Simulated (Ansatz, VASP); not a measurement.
## Mg (Magnesium): VASP beside Ansatz

Aim: how closely do two programs agree when they are given the same cell, functional and k mesh? The structure shown is the end of the Ansatz relaxation below.

Program: Ansatz 0.2.0. Level of theory: plane waves, with VASP 6.6.1 beside it; single point at PBEsol. Results are calculated unless marked as measured.

## Step 1: The structure

It takes space group P6_3/mmc (No. 194, hexagonal). Conventional cell: a = 3.095 Å, b = 3.095 Å, c = 5.204 Å, α = 90.00°, β = 90.00°, γ = 120.00°. Mg has 12 Mg at 3.10 to 3.16 Å nearest.

## Step 2: Ansatz: relaxation, PBEsol

Ansatz runs on its PAW soft_1 files.

This run makes the geometry at which the two programs are then compared.

Contents of input.yaml:

```yaml
crystal:
  lattice:
    - [3.0951072816, 0.0, 0.0]
    - [-1.5475536408, 2.6804415333, 0.0]
    - [0.0, 0.0, 5.1626100466]
  atoms:
    - { symbol: Mg, position: [0.3333333333, 0.6666666667, 0.25] }
    - { symbol: Mg, position: [0.6666666667, 0.3333333333, 0.75] }
kpoints:
  mp_grid: { grid: [15, 15, 8] }
hamiltonian:
  xc: pbesol
  pseudopotentials: { kind: paw, azcp: { folder: soft_1 }, xc_functional: pbe }
scf:
  occupations: { method: methfessel_paxton, width: 0.2 }
output:
  forces: true
  stress: true
  eigenvalues: true
relax:
  adjacent_minimum: "off"
  f_tol: 0.001
  max_steps: 60
  cell: { stress_tol: 0.01, fix: [a, b, gamma] }
```

On the command line:

```bash
$ ansatz run input.yaml --threads 4 --pin off --max-ram 10240MiB --backend cpu --events-out ev --progress --plain --runs-dir out
```

Numbers of over 12 decimals in the logs are rounded to 6 here.

Log:

```text
Engine: ansatz 0.2.0, x86_64-unknown-linux-gnu
Pseudopotentials: kind: paw
Pseudopotential: Mg, paw, valence charge 10, recommended cutoff 420 eV (normal), soft_1/Mg.paw.azcp
Functional definition: PBEsol
  exchange = pbesol_x
  correlation = pbesol_c
Crystal: 2 atoms, lattice volume = 42.830 Å³
Basis set: ecut = 420 eV, 809 PW (Γ), exchange–correlation on 48×48×72 points (8 copies of the dense FFT grid, shifted against one another)
Bands: 14, of which v1, the nominal top of the filled ones, is band 10 counted from 1 (9 counted from 0)
Symmetry: 24 space group operations
Space group: P63/mmc (ITA 194), of the structure as read, at distance tolerance 3.5e-5 Å
k-points: 135 of 1800
Non-local potential: Mg, projectors of the file, l = 0: 3, l = 1: 2, l = 2: 1
PAW form: soft (Blöchl's): semilocal exchange-correlation on the pseudo side does not see the compensation charge
PAW frozen core: Mg, regenerated for the run's functional, and the local potential with it (the file was generated under x = pbe(κ = 0.804, μ = 0.219515), c = pbe(β = 0.066725))
PAW one-centre angular grid: Mg, 110 points (default); XC on 64 Gauss nodes
Initial density: superposition of atomic densities (chi_scale 0.1, normalization cell)
Initial wavefunctions: pseudopotential atomic-orbital guess
Functional: x = pbesol(κ = 0.804, μ = 0.123457), c = pbesol(β = 0.046)
SCF iter   1: F=—  HF=-3824.114613 eV  |F-HF|=—  |Δ(HF+E_count)|=         —  Δρ=1.43e-2  dr2=1.12e-1  ethr=3.10e-3  ⟨swp⟩=5.0  Hψ=9453  notcnv=0
preconditioner: auto → none  [metal: Δε(μ)=0.031 eV  Ē_g=7.228 eV  σ=0.200 eV  W_gap=0.13  n_scr=8 (ndim 8)  ℏωp=11.3 eV  f_vac=0.000  D(μ)=0.93/eV (n_scr^D=2)  sad-step TF]
SCF iter   2: F=—  HF=-3824.102424 eV  |F-HF|=—  |Δ(HF+E_count)|=   1.22e-2  S|Δr|=    0.00e0  Δρ=1.01e-2  dr2=5.73e-2  ethr=5.61e-4  ⟨swp⟩=1.0  Hψ=2970  notcnv=0
SCF iter   3: F=—  HF=-3824.082977 eV  |F-HF|=—  |Δ(HF+E_count)|=   1.94e-2  S|Δr|=    0.00e0  Δρ=1.74e-3  dr2=9.46e-4  ethr=2.87e-4  ⟨swp⟩=2.4  Hψ=2845  notcnv=0
SCF iter   4: F=—  HF=-3824.082998 eV  |F-HF|=—  |Δ(HF+E_count)|=   2.10e-5  S|Δr|=    0.00e0  Δρ=5.80e-4  dr2=5.33e-5  ethr=4.73e-6  ⟨swp⟩=3.0  Hψ=3240  notcnv=0
SCF iter   5: F=—  HF=-3824.082919 eV  |F-HF|=—  |Δ(HF+E_count)|=   7.93e-5  S|Δr|=    0.00e0  Δρ=9.62e-5  dr2=1.13e-6  ethr=2.67e-7  ⟨swp⟩=2.0  Hψ=3249  notcnv=0
SCF iter   6: F=-3824.082916 eV  HF=-3824.082916 eV  |F-HF|=7.45e-10  |Δ(HF+E_count)|=   2.10e-6  S|Δr|=    0.00e0  Δρ=1.79e-6  dr2=4.76e-10  ethr=5.00e-10  ⟨swp⟩=6.8  Hψ=9345  notcnv=0
SCF 1 converged in 6 iterations: F = -3824.082916 eV  dr2 = 4.76e-10
  greatest PAW one-centre occupation: 1.000 electrons in one spin orbital (limit 2), on the Mg atom at site 1 (counted from 0), in its partial waves of l = 0
relax step   1: F+E_penalty+E_count = -3824.08291648 eV  Δ(F+E_penalty+E_count) = +0.000e0 eV  max|allowed force component| = 8.095e-17 eV/Å  Δτ_max = 0.0000 Å  P = +2.072 GPa  Ω = 42.830 Å³  fix = [a, b, gamma]  reactions: a +2.846, b +2.846 GPa  (6 SCF iters, dr2 threshold 1.00e-7 eV, accepted)
[...]
relax step   2: F+E_penalty+E_count = -3824.08338277 eV  Δ(F+E_penalty+E_count) = -4.663e-4 eV  max|allowed force component| = 6.245e-17 eV/Å  Δτ_max = 0.0000 Å  P = +1.873 GPa  Ω = 43.040 Å³  energy of the carried Pulay correction = -6.813e-6 eV  fix = [a, b, gamma]  reactions: a +2.708, b +2.708 GPa  (3 SCF iters, dr2 threshold 2.00e-7 eV, accepted)
[...]
relax step   3: F+E_penalty+E_count = -3824.08346413 eV  Δ(F+E_penalty+E_count) = -8.137e-5 eV  max|allowed force component| = 3.469e-17 eV/Å  Δτ_max = 0.0000 Å  P = +1.752 GPa  Ω = 43.171 Å³  energy of the carried Pulay correction = -1.107e-5 eV  fix = [a, b, gamma]  reactions: a +2.624, b +2.624 GPa  (3 SCF iters, dr2 threshold 1.02e-7 eV, accepted)
[...]
relax step   4: F+E_penalty+E_count = -3824.08347485 eV  Δ(F+E_penalty+E_count) = -1.071e-5 eV  max|allowed force component| = 3.701e-17 eV/Å  Δτ_max = 0.0000 Å  P = +1.752 GPa  Ω = 43.171 Å³  fix = [a, b, gamma]  reactions: a +2.624, b +2.624 GPa  stress off target by 7.54e-3 GPa on what of the cell is left free  SCF on the basis re-selected at this cell (its energy is not comparable with the rows above)  (5 SCF iters)
basis re-selected at this cell: Δ(F+E_penalty+E_count) = -1.071e-5 eV, ΔP = -0.000 GPa vs the last step (what re-selecting the basis moved, of the pressure what is left beyond the Pulay correction that the steps carried, after the strain that the cell walked since its last selection, with what the two solves' SCF thresholds leave and, on support functions, any second-order correction that the steps lacked; it is no m [...]
SCF converged after 5 iterations
Stability not checked: this state was not tested for a lower state beside it, because cold or Methfessel-Paxton smearing, or corrected tetrahedra, fill the levels in a way that the test cannot read (fill_not_monotonic; see scf.lower_state_search)
Free energy (F): -3824.083475 eV
Harris-Foulkes:  -3824.083475 eV  (|F-HF|=1.36e-12)
Internal energy: -3824.082427 eV  (E = F + TS)
E sigma→0 (E₀):  -3824.083213 eV
Entropy (-TS):   -0.001048 eV (-0.524 meV/atom)
Fermi energy:    6.069414 eV
--- Per-component energies (eV) ---
  E_band       = -701.997502
  E_kinetic    = 139.193390
  E_local      = -3379.196634  (includes V_loc(G=0)·N_el)
  E_nonlocal   = 391.869332
  E_hartree    = 1149.053820
  E_xc         = -51.871966
  E_vxc        = -67.234438  (∫ρ·V_xc dr)
  E_paw        = -579.744633  (= ΣΔE_a)
  E_vpaw       = -84.736491  (= ΣTr[D̂ρ^β])
  E_aug_tail   = -0.000282  (compensation charges beyond the density's cutoff)
  E_ewald      = -1493.503179
  E_core_change = 0.117725  (= ΣΔE_core)
  E_smearing   = -0.001048  (= −TS)
  E_closure    = -0.000000  (closes the sum)
  Σ components = -3824.083475   (vs F -3824.083475, Δ=0.00e0)
--- Forces (eV/Å), atoms counted from 1 ---
  atom   1  Mg    -0.00000000     0.00000000     0.00000000
  atom   2  Mg     0.00000000    -0.00000000     0.00000000
  max |Σ_I F_I| component: 9.25e-18 eV/Å
--- Stress (GPa, compression-positive) ---
        2.623746       0.000000       0.000000
       -0.000000       2.623746       0.000000
        0.000000       0.000000       0.007543
  P = ⅓ Tr σ = 1.7517 GPa (17.517 kbar)
--- Band table (eV; the first three rows and the last of 135) ---
  k-point 0: bands = [... 6 lower, -36.3997, -36.3997, -1.1172, 4.1140, 4.5141, 17.7414, 17.7414, 17.9299]
  k-point 1: bands = [... 6 lower, -36.3998, -36.3998, -1.0298, 3.0534, 5.7244, 16.7285, 17.8052, 17.8052]
  k-point 2: bands = [... 6 lower, -36.4004, -36.4004, -0.7683, 1.9694, 7.2578, 14.7213, 17.9874, 17.9874]
  k-point 134: bands = [... 6 lower, -36.4121, -36.4121, 6.3563, 6.3563, 6.7612, 6.7612, 7.9243, 7.9243]
--- Relaxed structure (3 steps of the walk, 3 accepted, 1 SCFs on fresh bases) ---
  F+E_penalty+E_count = -3824.08347485 eV   max|allowed force component| = 3.701e-17 eV/Å   (the final SCF, on the basis selected at the relaxed cell)
  cell:  # Å, volume = 43.1709 Å³
    - [3.095107, 0, 0.0]
    - [-1.547554, 2.680442, 0.0]
    - [0.0, 0.0, 5.203660]
  atoms:
    - { symbol: Mg, position: [0.333333, 0.666667, 0.25] }
    - { symbol: Mg, position: [0.666667, 0.333333, 0.75] }
```

## Step 3: VASP: single point, PBEsol, pair 1

The same cell, functional, mesh and smearing now go to VASP, with its own data sets.

Lines of VASP's logs that name or quote its potential files are left out, and so is its time.

Contents of INCAR:

```
SYSTEM = Mg
PREC = Accurate
ENCUT = 600
EDIFF = 1E-06
NELM = 120
ISMEAR = 1
SIGMA = 0.2
LREAL = .FALSE.
ALGO = Normal
GGA = PS
NBANDS = 8
LORBIT = 11
LWAVE = .FALSE.
LCHARG = .FALSE.
ISIF = 2
LASPH = .TRUE.
GGA_COMPAT = .FALSE.
KPAR = 2
```

Contents of POSCAR:

```
Mg
1.0
    3.0951072816      0.0000000000      0.0000000000
   -1.5475536408      2.6804415333      0.0000000000
    0.0000000000      0.0000000000      5.2036602250
Mg
2
Direct
    0.3333333333      0.6666666667      0.2500000000
    0.6666666667      0.3333333333      0.7500000000
```

Contents of KPOINTS:

```
Automatic mesh
0
Gamma
15 15 8
0 0 0
```

Potentials, in the order of the species: Mg (PBE family, release 64).

On the command line:

```bash
$ mpirun -np 2 vasp_std
```

Log:

```text
[banner, memory and clock lines left out]
running    2 mpi-ranks, on    1 nodes
 distrk:  each k-point on    1 cores,    2 groups
 distr:  one band on    1 cores,    1 groups

 POSCAR found type information on POSCAR Mg
 POSCAR found :  1 types and       2 ions
|                                                                             |
|               ----> ADVICE to this user running VASP <----                  |
|                                                                             |
|     You enforced a specific xc type in the INCAR file but a different       |
|     [... a line on the potential file left out ...]
|     I HOPE YOU KNOW WHAT YOU ARE DOING!                                     |
|                                                                             |

 LDA part: xc-table for (Slater+PW92), standard interpolation
 POSCAR, INCAR and KPOINTS ok, starting setup
 FFT: planning ... GRIDC
 FFT: planning ... GRID_SOFT
 FFT: planning ... GRID
 WAVECAR not read
 entering main loop
       N       E                     dE             d eps       ncg     rms          rms(c)
DAV:   1    -0.680821704908E+00   -0.68082E+00   -0.14344E+03  2160   0.402E+02
DAV:   2    -0.343237670478E+01   -0.27516E+01   -0.26482E+01  2928   0.238E+01
DAV:   3    -0.344696318986E+01   -0.14586E-01   -0.14574E-01  2952   0.229E+00
DAV:   4    -0.344700734412E+01   -0.44154E-04   -0.44153E-04  3072   0.103E-01
DAV:   5    -0.344700747950E+01   -0.13538E-06   -0.13572E-06  2992   0.414E-03    0.954E-01
DAV:   6    -0.343633016224E+01    0.10677E-01   -0.50076E-04  2704   0.165E-01    0.607E-01
DAV:   7    -0.342693551118E+01    0.93947E-02   -0.20331E-03  2336   0.300E-01    0.304E-02
DAV:   8    -0.342693748572E+01   -0.19745E-05   -0.16931E-05  3312   0.280E-02    0.613E-03
DAV:   9    -0.342693727204E+01    0.21368E-06   -0.86776E-07  2424   0.463E-03
   1 F= -.34269373E+01 E0= -.34266033E+01  d E =-.100177E-02
```

Parts of OUTCAR (step 3):

```text
ion  position               nearest neighbor table
   1  0.333  0.667  0.250-   2 3.16   2 3.16   2 3.16   2 3.16   2 3.16   2 3.16
   2  0.667  0.333  0.750-   1 3.16   1 3.16   1 3.16   1 3.16   1 3.16   1 3.16

  LATTYP: Found a hexagonal cell.
 ALAT       =     3.0951072816
 C/A-ratio  =     1.6812535888

 Subroutine GETGRP returns: Found 24 space group operations
 (whereof 12 operations were pure point group operations)

The static configuration has the point symmetry D_3d.
 The point group associated with its full space group is D_6h.

 Found    135 irreducible k-points:

   k-points           NKPTS =    135   k-points in BZ     NKDIM =    135   number of bands    NBANDS=      8

   dimension x,y,z NGX =    28 NGY =   28 NGZ =   42
   dimension x,y,z NGXF=    56 NGYF=   56 NGZF=   84

   ENCUT  =  600.0 eV  44.10 Ry    6.64 a.u.   6.18  6.18 10.39*2*pi/ulx,y,z

   NELECT =       4.0000    total number of electrons

 k-points in reciprocal lattice and weights: Automatic mesh
   0.00000000  0.00000000  0.00000000       0.001
   0.06666667  0.00000000  0.00000000       0.003
   0.13333333  0.00000000  0.00000000       0.003
   0.20000000  0.00000000  0.00000000       0.003
   0.26666667  0.00000000  0.00000000       0.003
   0.33333333  0.00000000  0.00000000       0.003
   0.40000000  0.00000000  0.00000000       0.003
   0.46666667  0.00000000  0.00000000       0.003
   0.06666667  0.06666667  0.00000000       0.003
[...]
0.33333333  0.26666667  0.50000000       0.007
   0.33333333  0.33333333  0.50000000       0.001

 average (electrostatic) potential at core
       1 -38.5044       2 -38.5044

 E-fermi :   2.9104

 k-point     1 :       0.0000    0.0000    0.0000
  band No.  band energies     occupation
      1      -4.2795      2.00000
      2       0.9479      2.00000
      3       1.3570      2.00000
      4      14.5878      0.00000
      5      14.5878      0.00000
      6      14.7816      0.00000
      7      14.9167      0.00000
      8      14.9167      0.00000

 k-point     2 :       0.0667    0.0000    0.0000
  band No.  band energies     occupation
      1      -4.1862      2.00000
      2       1.0329      2.00000
      3       1.4477      2.00000
      4      12.7760      0.00000
      5      13.6864      0.00000
      6      14.3546      0.00000
      7      15.5038      0.00000
      8      15.9138      0.00000

 k-point     3 :       0.1333    0.0000    0.0000
  band No.  band energies     occupation
      1      -3.9067      2.00000
      2       1.2877      2.00000
      3       1.7176      2.00000
      4      10.6338      0.00000
      5      12.7792      0.00000
      6      13.3481      0.00000
      7      15.3691      0.00000
      8      15.4030      0.00000

  Total        0.7055780      0.7055780     -0.0063664      0.0000000      0.0000000      0.0000000
  in kB       26.1857288     26.1857288     -0.2362738      0.0000000      0.0000000      0.0000000
  external PRESSURE =      17.3783946 kB  Pullay stress =       0.0000000 kB

  energy-cutoff  :      600.00
  volume of cell :       43.17
      direct lattice vectors                 reciprocal lattice vectors
     3.095107282  0.000000000  0.000000000     0.323090578  0.186536432  0.000000000
    -1.547553641  2.680441533  0.000000000     0.000000000  0.373072864  0.000000000
     0.000000000  0.000000000  5.203660225     0.000000000  0.000000000  0.192172424

 POSITION                                       TOTAL-FORCE (eV/Angst)
 -----------------------------------------------------------------------------------
     -0.00000      1.78696      1.30092        -0.000000      0.000000      0.000000
      1.54755      0.89348      3.90275         0.000000      0.000000      0.000000
 -----------------------------------------------------------------------------------
    total drift:                                0.000000     -0.000000      0.000000

  FREE ENERGIE OF THE ION-ELECTRON SYSTEM (eV)
  ---------------------------------------------------
  free  energy   TOTEN  =        -3.4269372720 eV

  energy  without entropy=       -3.4259354990  energy(sigma->0) =       -3.42660335

 total charge
# of ion       s       p       d       tot
------------------------------------------
    1        0.211   0.138   0.013   0.362
    2        0.211   0.138   0.013   0.362
--------------------------------------------------
tot          0.422   0.276   0.026   0.723

[... 3 further parts left out ...]
```

The run ends at a pressure of 1.74 GPa.

## Step 4: Differences

Known differences besides the potentials themselves: the data sets hold 20 valence electrons in Ansatz (on its PAW soft_1 files) and 4 in VASP; the cutoff is 420 eV in Ansatz and 600 eV in VASP; Ansatz makes its cores anew for this functional, VASP keeps those of its PBE data sets; Ansatz's pressure holds a Pulay correction, VASP's none. Total energies have different zeros and are not compared.

Both answers:

| quantity | Ansatz | VASP | difference |
| --- | --- | --- | --- |
| pressure (GPa) | 1.75 | 1.74 | +0.01 |

## Step 5: Ansatz: relaxation, PBEsol

This run makes the geometry at which the two programs are then compared. The cell compared in this pair holds 43.72 Å³, against 43.17 Å³ for the pair before.

The structure compared here is the end of the Ansatz relaxation.

input.yaml: that of step 2 with these lines changed.

```diff
@@ -2,5 +2,5 @@
   lattice:
-    - [3.0951072816, 0.0, 0.0]
-    - [-1.5475536408, 2.6804415333, 0.0]
-    - [0.0, 0.0, 5.1626100466]
+    - [3.1270156041, 0.0, 0.0]
+    - [-1.563507802, 2.7080749512, 0.0]
+    - [0.0, 0.0, 5.1289156677]
   atoms:
```

On the command line:

```bash
$ ansatz run input.yaml --threads 4 --pin off --max-ram 10240MiB --backend cpu --events-out ev --progress --plain --runs-dir out
```

Log:

```text
[...]
Crystal: 2 atoms, lattice volume = 43.433 Å³
Basis set: ecut = 420 eV, 845 PW (Γ), exchange–correlation on 48×48×72 points (8 copies of the dense FFT grid, shifted against one another)
Bands: 14, of which v1, the nominal top of the filled ones, is band 10 counted from 1 (9 counted from 0)
Symmetry: 24 space group operations
[...]
k-points: 135 of 1800
[...]
k-point 134: bands = [... 6 lower, -36.5383, -36.5383, 6.2042, 6.2042, 6.6358, 6.6358, 7.7115, 7.7115]
--- Relaxed structure (3 steps of the walk, 3 accepted, 1 SCFs on fresh bases) ---
[...]
cell:  # Å, volume = 43.7180 Å³
    - [3.127016, -2.8867459529458357e-11, 0]
    - [-1.563508, 2.708075, 0]
    - [0, 0, 5.162610]
  atoms:
    - { symbol: Mg, position: [0.333333, 0.666667, 0.25] }
    - { symbol: Mg, position: [0.666667, 0.333333, 0.750000] }
[key lines of the parts left out:]
SCF converged after 4 iterations
Free energy (F): -3824.095494 eV
Fermi energy:    5.965095 eV
P = ⅓ Tr σ = 1.1465 GPa (11.465 kbar)
```

## Step 6: VASP: single point, PBEsol, pair 2

The same cell, functional, mesh and smearing now go to VASP, with its own data sets.

INCAR is that of step 3.

Contents of POSCAR:

```
Mg
1.0
    3.1270156041      0.0000000000      0.0000000000
   -1.5635078020      2.7080749512      0.0000000000
    0.0000000000      0.0000000000      5.1626100466
Mg
2
Direct
    0.3333333333      0.6666666667      0.2500000000
    0.6666666667      0.3333333333      0.7500000000
```

KPOINTS is that of step 3.

On the command line:

```bash
$ mpirun -np 2 vasp_std
```

Log:

```text
[banner, memory and clock lines left out]
running    2 mpi-ranks, on    1 nodes
[...]
[... a notice as in an earlier step ...]

 LDA part: xc-table for (Slater+PW92), standard interpolation
 POSCAR, INCAR and KPOINTS ok, starting setup
[...]
entering main loop
       N       E                     dE             d eps       ncg     rms          rms(c)
DAV:   1    -0.535365092678E+00   -0.53537E+00   -0.14073E+03  2160   0.394E+02
DAV:   2    -0.344266050233E+01   -0.29073E+01   -0.28506E+01  2840   0.238E+01
DAV:   3    -0.345905526291E+01   -0.16395E-01   -0.16368E-01  2952   0.237E+00
DAV:   4    -0.345909761083E+01   -0.42348E-04   -0.42347E-04  3048   0.990E-02
DAV:   5    -0.345909771348E+01   -0.10265E-06   -0.10263E-06  3040   0.353E-03    0.959E-01
DAV:   6    -0.344843068869E+01    0.10667E-01   -0.51854E-04  2544   0.170E-01    0.610E-01
DAV:   7    -0.343896016090E+01    0.94705E-02   -0.21329E-03  2312   0.308E-01    0.307E-02
DAV:   8    -0.343896328933E+01   -0.31284E-05   -0.16680E-05  3360   0.284E-02    0.622E-03
DAV:   9    -0.343896304026E+01    0.24907E-06   -0.88927E-07  2400   0.462E-03
   1 F= -.34389630E+01 E0= -.34387649E+01  d E =-.594514E-03
```

(Continued in part 2 of 2.)

[Lines on the potential files, build, host, timing and source positions are cut from VASP's logs without a mark.]

[Logs are printed without paths, hosts, clocks, repeated set-up lines and the standing remarks that a program may print on its own settings, such as how far it seeks lower states.]

[Hosts, paths, dates, database ids (printed as entryN), source tags and the programs' standing remarks are cut or masked in the printed files.]
